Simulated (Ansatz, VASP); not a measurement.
# Ti (Ti(0001)): VASP beside Ansatz

Aim: how closely do two programs agree when they are given the same cell, functional and k mesh? The structure shown is the start of the Ansatz relaxation below; VASP solves that cell, so the two are compared at the walk's first step.

Program: Ansatz 0.2.0. Level of theory: plane waves, with VASP 6.6.1 beside it; single point at PBE. Results are calculated unless marked as measured.

### Step 1. The structure

The cell holds 4 atoms: 4 Ti. Cell: a = 2.950 Å, b = 2.950 Å, c = 25.027 Å, α = 90.0°, β = 90.0°, γ = 60.0°. Vacuum lies along c.

### Step 2. Ansatz: relaxation, PBE

Ansatz runs on its default PAW (the set named soft_2) files.

The two programs are compared at the cell with which this relaxation starts, whose forces are those of its first step.

Input file input.yaml:

```yaml
crystal:
  lattice:
    - [2.95, 0.0, 0.0]
    - [1.475, 2.5547749412, 0.0]
    - [0.0, 0.0, 25.0269]
  atoms:
    - { symbol: Ti, position: [0.6666666667, 0.6666666667, 0.3596130564] }
    - { symbol: Ti, position: [0.0, 0.0, 0.4532043521] }
    - { symbol: Ti, position: [0.6666666667, 0.6666666667, 0.5467956479] }
    - { symbol: Ti, position: [0.0, 0.0, 0.6403869436] }
kpoints:
  mp_grid: { grid: [12, 12, 1] }
hamiltonian:
  xc: pbe
scf:
  occupations: { method: fermi_dirac, width: 0.1 }
  convergence: { dr2_threshold: 1.0e-08 }
efield:
  axis: 3
  dipole_correction: true
  ramp_position: 0.97
  ramp_width: 0.06
relax:
  f_tol: 0.02
  max_steps: 60
  constraints: [{ sites: [0, 1] }]
output:
  write_potential: true
  write_density: true
  volumetric_format: npy
```

Run with:

```
$ ansatz run input.yaml --threads 4 --pin off --max-ram 16384MiB --backend cpu --events-out ev --progress --plain --runs-dir out
```

Numbers of over 12 decimals in the logs are rounded to 6 here.

The log of the run:

```text
Engine: ansatz 0.2.0, aarch64-unknown-linux-gnu
Pseudopotentials: kind: paw
Pseudopotential: Ti, paw, valence charge 12, recommended cutoff 420 eV (normal), Ti.paw.azcp
Functional definition: PBE
  parameter kappa = 0.804
  parameter beta = 0.066725
  exchange = pbe_x(kappa = kappa, mu = beta*pi^2/3)
  correlation = pbe_c(beta = beta)
Crystal: 4 atoms, lattice volume = 188.617 Å³
Basis set: ecut = 420 eV, 3611 PW (Γ), exchange–correlation on 40×40×360 points (8 copies of the dense FFT grid, shifted against one another)
Bands: 29, of which v1, the nominal top of the filled ones, is band 24 counted from 1 (23 counted from 0)
Symmetry: 6 space group operations
k-points: 19 of 144 (time reversal used)
Non-local potential: Ti, projectors of the file, l = 0: 3, l = 1: 2, l = 2: 3, l = 3: 1
PAW form: soft (Blöchl's): semilocal exchange-correlation on the pseudo side does not see the compensation charge
PAW one-centre angular grid: Ti, 590 points (default); XC on 64 Gauss nodes
Initial density: superposition of atomic densities (neutral atoms: chi_scale 0, normalization atom), corrected by the library's trained network
Initial wavefunctions: pseudopotential atomic-orbital guess
Functional: x = pbe(κ = 0.804, μ = 0.219515), c = pbe(β = 0.066725)
SCF iter   1: F=—  HF=-9996.827743 eV  |F-HF|=—  |Δ(HF+E_count)|=         —  Δρ=6.22e-3  dr2=3.89e-1  ethr=1.77e-3  p=0.000 e·Å  D=5.72e-14 V/Å  ΔV_dip=-0.00 eV  dr2_dipole=9.47e-6  V_vac-E_F(+/−)=4.09/4.09 eV  ⟨swp⟩=7.0  Hψ=5629  notcnv=0
efield: sawtooth ramp at fractional position 0.9700 (set: `efield.ramp_position`, or a place that a band, a saddle search or an elastic batch's reference lends), width 0.0600; the density the first Hamiltonian is built on has a dipole p = 0.000 e·Å; the dipole correction subtracts the counter field D = 5.72e-14 V/Å, which shifts the + side's vacuum level by -0.00 eV against the − side's; the planar-averaged density in the ramp window peaks in size at 3.0e-5 e/Å³
automatic band count: the SCF goes on with 34 bands, as 29 were too few: the levels above may hold too much charge
preconditioner: auto → LDOS  [metal: Δε(μ)=0.033 eV  Ē_g=2.762 eV  σ=0.100 eV  W_gap=0.08  n_scr=16 (ndim 8)  ℏωp=10.8 eV  f_vac=0.550  D(μ)=8.41/eV (n_scr^D=88)  β→1.0]
SCF iter   2: F=—  HF=-9996.820566 eV  |F-HF|=—  |Δ(HF+E_count)|=   7.18e-3  Δρ=2.07e-3  dr2=1.66e-2  ethr=8.11e-4  p=-0.000 e·Å  D=-3.83e-5 V/Å  ΔV_dip=0.00 eV  dr2_dipole=2.48e-6  V_vac-E_F(+/−)=4.36/4.36 eV  ⟨swp⟩=1.9  Hψ=850  notcnv=0
SCF iter   3: F=—  HF=-9996.820324 eV  |F-HF|=—  |Δ(HF+E_count)|=   2.43e-4  Δρ=7.15e-4  dr2=2.59e-3  ethr=3.45e-5  p=-0.000 e·Å  D=-4.47e-5 V/Å  ΔV_dip=0.00 eV  dr2_dipole=9.85e-8  V_vac-E_F(+/−)=4.36/4.36 eV  ⟨swp⟩=2.1  Hψ=828  notcnv=0
SCF iter   4: F=—  HF=-9996.820197 eV  |F-HF|=—  |Δ(HF+E_count)|=   1.27e-4  Δρ=1.83e-4  dr2=7.43e-5  ethr=5.40e-6  p=-0.000 e·Å  D=-7.22e-6 V/Å  ΔV_dip=0.00 eV  dr2_dipole=6.13e-7  V_vac-E_F(+/−)=4.39/4.39 eV  ⟨swp⟩=2.0  Hψ=788  notcnv=0
SCF iter   5: F=—  HF=-9996.820294 eV  |F-HF|=—  |Δ(HF+E_count)|=   9.74e-5  Δρ=1.05e-4  dr2=4.27e-5  ethr=1.55e-7  p=-0.000 e·Å  D=-6.02e-6 V/Å  ΔV_dip=0.00 eV  dr2_dipole=2.14e-9  V_vac-E_F(+/−)=4.40/4.40 eV  ⟨swp⟩=3.4  Hψ=1271  notcnv=0
SCF iter   6: F=—  HF=-9996.820299 eV  |F-HF|=—  |Δ(HF+E_count)|=   5.17e-6  Δρ=3.45e-5  dr2=6.91e-6  ethr=8.90e-8  p=0.000 e·Å  D=5.34e-6 V/Å  ΔV_dip=-0.00 eV  dr2_dipole=4.49e-12  V_vac-E_F(+/−)=4.41/4.41 eV  ⟨swp⟩=2.2  Hψ=859  notcnv=0
SCF iter   7: F=—  HF=-9996.820326 eV  |F-HF|=—  |Δ(HF+E_count)|=   2.63e-5  Δρ=9.73e-6  dr2=2.31e-7  ethr=1.44e-8  p=0.000 e·Å  D=4.34e-6 V/Å  ΔV_dip=-0.00 eV  dr2_dipole=2.61e-10  V_vac-E_F(+/−)=4.41/4.41 eV  ⟨swp⟩=1.5  Hψ=670  notcnv=0
SCF iter   8: F=—  HF=-9996.820326 eV  |F-HF|=—  |Δ(HF+E_count)|=   3.11e-7  Δρ=4.96e-6  dr2=7.05e-8  ethr=4.82e-10  p=0.000 e·Å  D=3.41e-6 V/Å  ΔV_dip=-0.00 eV  dr2_dipole=1.15e-11  V_vac-E_F(+/−)=4.41/4.41 eV  ⟨swp⟩=3.0  Hψ=1249  notcnv=0
SCF iter   9: F=-9996.820326 eV  HF=-9996.820326 eV  |F-HF|=4.66e-9  |Δ(HF+E_count)|=   1.10e-8  Δρ=1.31e-6  dr2=3.16e-9  ethr=2.08e-11  p=0.000 e·Å  D=1.86e-6 V/Å  ΔV_dip=-0.00 eV  dr2_dipole=2.64e-11  V_vac-E_F(+/−)=4.41/4.41 eV  ⟨swp⟩=7.9  Hψ=4145  notcnv=0
SCF 1 converged in 9 iterations: F = -9996.820326 eV  dr2 = 3.16e-9
  greatest PAW one-centre occupation: 0.999 electrons in one spin orbital (limit 2), on the Ti atom at site 2 (counted from 0), in its partial waves of l = 0
relax step   1: F+E_penalty+E_count = -9996.82032589 eV  Δ(F+E_penalty+E_count) = +0.000e0 eV  max|allowed force component| = 6.136e-1 eV/Å  Δτ_max = 0.0000 Å  (9 SCF iters, accepted)
[...]
relax step   2: F+E_penalty+E_count = -9996.85963747 eV  Δ(F+E_penalty+E_count) = -3.931e-2 eV  max|allowed force component| = 4.318e-1 eV/Å  Δτ_max = 0.1956 Å  (11 SCF iters, accepted)
[...]
relax step   3: F+E_penalty+E_count = -9996.87638356 eV  Δ(F+E_penalty+E_count) = -1.675e-2 eV  max|allowed force component| = 1.190e-2 eV/Å  Δτ_max = 0.0899 Å  (9 SCF iters, accepted)
NSCF: frozen V_eff on 19 k-points
the band table was solved once a step of the walk had ended and its energy, with any forces and stress, was formed, with the checks that follow a solve (2893 applications of the Hamiltonian). They found nothing against the state; the energy, forces and stress were not computed again (output.eigenvalues in the input reference)
WARN: The input density's exchange-correlation potential varies sharply where the density is thin. Do not read a vacuum level from v_tot or v_xc, or from such a field of the output density. On a cell that repeats whose density bears no net charge and no dipole along the vacuum's axis use v_es (v_loc + v_h of the components); under efield.dipole_correction with no amplitude use v_es + v_field, which holds any external [...]
SCF converged after 9 iterations
Free energy (F): -9996.876384 eV
Harris-Foulkes:  -9996.876384 eV  (|F-HF|=5.95e-9)
Internal energy: -9996.623465 eV  (E = F + TS)
E sigma→0 (E₀):  -9996.749924 eV
Entropy (-TS):   -0.252919 eV (-63.230 meV/atom)
Fermi energy:    2.290332 eV
Dipole field:    D = 0.002018 V/Å  (p = 0.002104 e·Å, saw-weighted, corrected)
Work function:   Φ+ = 4.3729 eV   Φ− = 4.4234 eV
Levels:          The Fermi level and band energies are counted from a zero that moves with the ramp; work functions are not
--- Per-component energies (eV) ---
  E_band       = -1160.708086
  E_kinetic    = 1085.706683
  E_local      = -50168.131695  (includes V_loc(G=0)·N_el)
  E_nonlocal   = 34.277157
  E_hartree    = 24527.751569
  E_xc         = -386.964372
  E_vxc        = -483.802244  (∫ρ·V_xc dr)
  E_paw        = -4190.770097  (= ΣΔE_a)
  E_vpaw       = -684.249600  (= ΣTr[D̂ρ^β])
  E_aug_tail   = 0.000492  (compensation charges beyond the density's cutoff)
  E_efield     = 0.000002  (sawtooth field / dipole correction)
  E_vefield    = 0.000915  (∫n·V_field dr)
  E_ewald      = 19101.506797
  E_smearing   = -0.252919  (= −TS)
  E_closure    = -0.000000  (closes the sum)
  Σ components = -9996.876384   (vs F -9996.876384, Δ=0.00e0)
--- Forces (eV/Å), atoms counted from 1 ---
  atom   1  Ti     0.00000000     0.00000000     0.60717096
  atom   2  Ti     0.00000000    -0.00000000    -0.58698495
  atom   3  Ti     0.00000000     0.00000000    -0.00824482
  atom   4  Ti    -0.00000000    -0.00000000    -0.01190260
  max |Σ_I F_I| component: 3.86e-5 eV/Å
--- Band table (eV; the first three rows and the last of 19) ---
  k-point 0: bands = [... 20 lower, 2.0512, 2.2819, 2.7160, 2.7943, 2.9364, 2.9364, 3.0094, 3.0094, ... 6 higher]
  k-point 1: bands = [... 20 lower, 1.9894, 2.2496, 2.5399, 2.6448, 2.8456, 2.9373, 3.0405, 3.0898, ... 6 higher]
  k-point 2: bands = [... 20 lower, 1.7486, 2.0197, 2.1514, 2.4575, 2.5617, 2.7274, 3.0024, 3.2370, ... 6 higher]
  k-point 18: bands = [... 20 lower, 1.1279, 1.5089, 1.5929, 2.2386, 2.2466, 2.3803, 2.4174, 2.5706, ... 6 higher]
--- Relaxed structure (3 steps of the walk, 3 accepted, 0 SCFs on fresh bases) ---
  F+E_penalty+E_count = -9996.87638356 eV   max|allowed force component| = 1.190e-2 eV/Å
  atoms:
    - { symbol: Ti, position: [0.666667, 0.666667, 0.3596130564] }
    - { symbol: Ti, position: [0.0, 0.0, 0.4532043521] }
    - { symbol: Ti, position: [0.666667, 0.666667, 0.549513] }
    - { symbol: Ti, position: [0, 0, 0.636167] }
```

The column dr2 measures how far the density is from self-consistency, as an energy; F and HF (Harris–Foulkes) agree once it is small.

### Step 3. VASP: single point, PBE, start cell

The same cell, functional, mesh and smearing now go to VASP, with its own data sets.

Lines of VASP's logs that name or quote its potential files are left out, and so is its time.

Input file INCAR:

```
SYSTEM = Ti
PREC = Accurate
ENCUT = 400
EDIFF = 1E-06
NELM = 120
ISMEAR = -1
SIGMA = 0.1
LREAL = .FALSE.
ALGO = Normal
GGA = PE
NBANDS = 30
LASPH = .TRUE.
LORBIT = 11
LWAVE = .FALSE.
LCHARG = .FALSE.
ISIF = 2
LDIPOL = .TRUE.
IDIPOL = 3
DIPOL = 0.5 0.5 0.5
LVHAR = .TRUE.
GGA_COMPAT = .FALSE.
NELMDL = -8
```

Input file POSCAR:

```
Ti
1.0
    2.9500000000      0.0000000000      0.0000000000
    1.4750000000      2.5547749412      0.0000000000
    0.0000000000      0.0000000000     25.0269000000
Ti
4
Direct
    0.6666667818      0.6666666091      0.3596130564
    0.0000001152      0.9999999425      0.4532043521
    0.6666667818      0.6666666091      0.5467956479
    0.0000001152      0.9999999425      0.6403869436
```

Input file KPOINTS:

```
Automatic mesh
0
Gamma
12 12 1
0 0 0
```

The projector-augmented-wave data sets are Ti_sv (PBE family, release 64).

Run with:

```
$ mpirun -np 1 vasp_std
```

The log of the run:

```text
[banner, memory and clock lines left out]
running    1 mpi-ranks, on    1 nodes
 distrk:  each k-point on    1 cores,    1 groups
 distr:  one band on    1 cores,    1 groups

 POSCAR found type information on POSCAR Ti
 POSCAR found :  1 types and       4 ions
 LDA part: xc-table for (Slater+PW92), standard interpolation
 POSCAR, INCAR and KPOINTS ok, starting setup
 FFT: planning ... GRIDC
 FFT: planning ... GRID_SOFT
 FFT: planning ... GRID
 WAVECAR not read
 entering main loop
       N       E                     dE             d eps       ncg     rms          rms(c)
DAV:   1     0.501873498721E+03    0.50187E+03   -0.24281E+04  1460   0.138E+03
DAV:   2     0.395023222317E+02   -0.46237E+03   -0.45200E+03  1212   0.463E+02
DAV:   3    -0.231509942784E+02   -0.62653E+02   -0.61052E+02  1952   0.144E+02
DAV:   4    -0.343290809904E+02   -0.11178E+02   -0.11050E+02  1708   0.516E+01
DAV:   5    -0.352752905201E+02   -0.94621E+00   -0.94473E+00  1798   0.139E+01
DAV:   6    -0.353025946514E+02   -0.27304E-01   -0.27279E-01  1732   0.272E+00
DAV:   7    -0.353034722894E+02   -0.87764E-03   -0.87640E-03  1790   0.409E-01
DAV:   8    -0.353035003448E+02   -0.28055E-04   -0.28015E-04  1590   0.725E-02    0.167E+01
DAV:   9    -0.521310925760E+02   -0.16828E+02   -0.17308E+02  1848   0.719E+01    0.283E+01
DAV:  10    -0.301601060261E+02    0.21971E+02   -0.11937E+02  1684   0.411E+01    0.980E+00
DAV:  11    -0.298160477304E+02    0.34406E+00   -0.25883E+01  1588   0.220E+01    0.499E+00
DAV:  12    -0.296024818045E+02    0.21357E+00   -0.20017E+00  1578   0.648E+00    0.358E+00
DAV:  13    -0.295394580029E+02    0.63024E-01   -0.14888E-01  1650   0.247E+00    0.279E+00
DAV:  14    -0.294900433233E+02    0.49415E-01   -0.20201E-01  1544   0.350E+00    0.947E-01
[...]
DAV:  24    -0.294751159206E+02   -0.19723E-04   -0.84990E-06  1312   0.239E-02    0.107E-02
DAV:  25    -0.294751177193E+02   -0.17987E-05   -0.23645E-06   992   0.170E-02    0.657E-03
DAV:  26    -0.294751231868E+02   -0.54675E-05   -0.43150E-06  1176   0.158E-02    0.306E-03
DAV:  27    -0.294751261094E+02   -0.29226E-05   -0.76883E-07   688   0.498E-03    0.245E-03
DAV:  28    -0.294751312365E+02   -0.51271E-05   -0.59140E-07   692   0.572E-03    0.158E-03
DAV:  29    -0.294751326589E+02   -0.14224E-05   -0.24558E-07   676   0.328E-03    0.161E-03
DAV:  30    -0.294751340776E+02   -0.14186E-05   -0.22561E-07   676   0.336E-03    0.127E-03
DAV:  31    -0.294751345552E+02   -0.47766E-06   -0.16167E-07   660   0.244E-03
   1 F= -.29475135E+02 E0= -.29338070E+02  d E =-.274128E+00
```

OUTCAR, selected parts (step 3):

```text
ion  position               nearest neighbor table
   1  0.667  0.667  0.360-   2 2.90   2 2.90   2 2.90
   2  0.000  1.000  0.453-   1 2.90   1 2.90   1 2.90   3 2.90   3 2.90   3 2.90
   3  0.667  0.667  0.547-   4 2.90   4 2.90   4 2.90   2 2.90   2 2.90   2 2.90
   4  0.000  1.000  0.640-   3 2.90   3 2.90   3 2.90

  LATTYP: Found a hexagonal cell.
 ALAT       =     2.9500000000
 C/A-ratio  =     8.4836949152

 Subroutine GETGRP returns: Found 12 space group operations
 (whereof  6 operations were pure point group operations)

The static configuration has the point symmetry C_3v.
 The point group associated with its full space group is D_3d.

 Found     19 irreducible k-points:

   k-points           NKPTS =     19   k-points in BZ     NKDIM =     19   number of bands    NBANDS=     30

   dimension x,y,z NGX =    20 NGY =   20 NGZ =  168
   dimension x,y,z NGXF=    40 NGYF=   40 NGZF=  336

   ENCUT  =  400.0 eV  29.40 Ry    5.42 a.u.   4.81  4.81 40.81*2*pi/ulx,y,z

   NELECT =      48.0000    total number of electrons

 k-points in reciprocal lattice and weights: Automatic mesh
   0.00000000  0.00000000  0.00000000       0.007
   0.08333333 -0.00000000  0.00000000       0.042
   0.16666667  0.00000000  0.00000000       0.042
   0.25000000  0.00000000  0.00000000       0.042
   0.33333333  0.00000000  0.00000000       0.042
   0.41666667  0.00000000  0.00000000       0.042
   0.50000000  0.00000000  0.00000000       0.021
   0.16666667  0.08333333  0.00000000       0.042
   0.25000000  0.08333333  0.00000000       0.083
[...]
-0.41666667  0.25000000  0.00000000       0.083
  -0.33333333  0.33333333  0.00000000       0.014

 dipolmoment           0.000000      0.000000      0.000002 electrons x Angstroem

 average (electrostatic) potential at core
       1 -80.5415       2 -80.3297       3 -80.3297       4 -80.5414

 E-fermi :   0.4332

 k-point     1 :       0.0000    0.0000    0.0000
  band No.  band energies     occupation
    ...
     18      -4.3450      2.00000
     19      -3.1751      2.00000
     20      -2.3370      2.00000
     21       0.2951      1.59803
     22       0.4328      1.00170
     23       0.7480      0.08227
     24       0.9882      0.00774
     25       1.1439      0.00164
     26       1.1439      0.00164
     27       1.1799      0.00114
    ...

 k-point     2 :       0.0833   -0.0000    0.0000
  band No.  band energies     occupation
    ...
     18      -4.1647      2.00000
     19      -2.9996      2.00000
     20      -2.1715      2.00000
     21       0.2616      1.69508
     22       0.3902      1.21151
     23       0.6755      0.16274
     24       0.7437      0.08576
     25       0.9569      0.01057
     26       1.0302      0.00509
     27       1.1979      0.00095
    ...

 k-point     3 :       0.1667    0.0000    0.0000
  band No.  band energies     occupation
    ...
     19      -2.5193      2.00000
     20      -1.7295      2.00000
     21       0.0240      1.96713
     22       0.1326      1.90570
     23       0.3460      1.41017
     24       0.5803      0.37339
     25       0.7246      0.10291
     26       0.7533      0.07825
     27       1.1132      0.00222
     28       1.3473      0.00021
    ...

  Total       -2.5455845     -2.5455845     -2.7325554      0.0000000     -0.0000000      0.0000000
  in kB      -21.6230212    -21.6230212    -23.2112129      0.0000000     -0.0000000      0.0000000
  external PRESSURE =     -22.1524184 kB  Pullay stress =       0.0000000 kB

  energy-cutoff  :      400.00
  volume of cell :      188.62
      direct lattice vectors                 reciprocal lattice vectors
     2.950000000  0.000000000  0.000000000     0.338983051 -0.195711956  0.000000000
     1.475000000  2.554774941  0.000000000     0.000000000  0.391423911  0.000000000
     0.000000000  0.000000000 25.026900000     0.000000000  0.000000000  0.039957006

 POSITION                                       TOTAL-FORCE (eV/Angst)
 -----------------------------------------------------------------------------------
      2.95000      1.70318      9.00000        -0.000000      0.000000      0.541886
      1.47500      2.55477     11.34230         0.000000      0.000000     -0.613078
      2.95000      1.70318     13.68460         0.000000      0.000000      0.613078
      1.47500      2.55477     16.02690         0.000000     -0.000000     -0.541886
 -----------------------------------------------------------------------------------
    total drift:                               -0.001858      0.001071      0.000276

  FREE ENERGIE OF THE ION-ELECTRON SYSTEM (eV)
  ---------------------------------------------------
  free  energy   TOTEN  =       -29.4751345552 eV

  energy  without entropy=      -29.2010060598  energy(sigma->0) =      -29.33807031

 vacuum level on the upper side and lower side of the slab         4.841         4.841

 total charge
# of ion       s       p       d       tot
------------------------------------------
    1        2.245   6.062   1.874  10.181
    2        2.242   6.120   1.865  10.227
    3        2.242   6.120   1.865  10.227
    4        2.245   6.062   1.874  10.181
--------------------------------------------------
tot          8.973  24.363   7.479  40.815

[... 3 further parts left out ...]
```

### Step 4. Side by side

Known differences besides the potentials themselves: the cutoff is 420 eV in Ansatz and 400 eV in VASP. Total energies have different zeros and are not compared.

Forces (eV/Å; atoms numbered as in POSCAR):

```
atom        Ansatz x, y, z          VASP x, y, z
 Ti1   0.000, 0.000, 0.534   0.000, 0.000, 0.542
 Ti2  0.000, 0.000, -0.614  0.000, 0.000, -0.613
 Ti3   0.000, 0.000, 0.614   0.000, 0.000, 0.613
 Ti4  0.000, 0.000, -0.534  0.000, 0.000, -0.542
```

The forces differ by 3.1 meV/Å r.m.s., which is 0.9 % of the r.m.s. force of 0.334 eV/Å (both taken over all components). With vacuum in the cell, a pressure given here is an average over mostly empty space and none of the material.

### Step 5. Summary of results

| Property | Result |
| --- | --- |
| r.m.s. force difference (single point, PBE, start cell) | 0.94 % of the r.m.s. force |

**Reading.** The r.m.s. force difference is 0.94 % of the r.m.s. force (single point, PBE, start cell), within the 3 % picked in this series as the mark of a large difference. 1 further run of this series is not shown here. How closely two codes agree says nothing of how well the functional describes the real material.

[Lines on the potential files, build, host, timing and source positions are cut from VASP's logs without a mark.]

[Logs are printed without paths, hosts, clocks, repeated set-up lines and the standing remarks that a program may print on its own settings, such as how far it seeks lower states.]

[Hosts, paths, dates, database ids (printed as entryN), source tags and the programs' standing remarks are cut or masked in the printed files.]
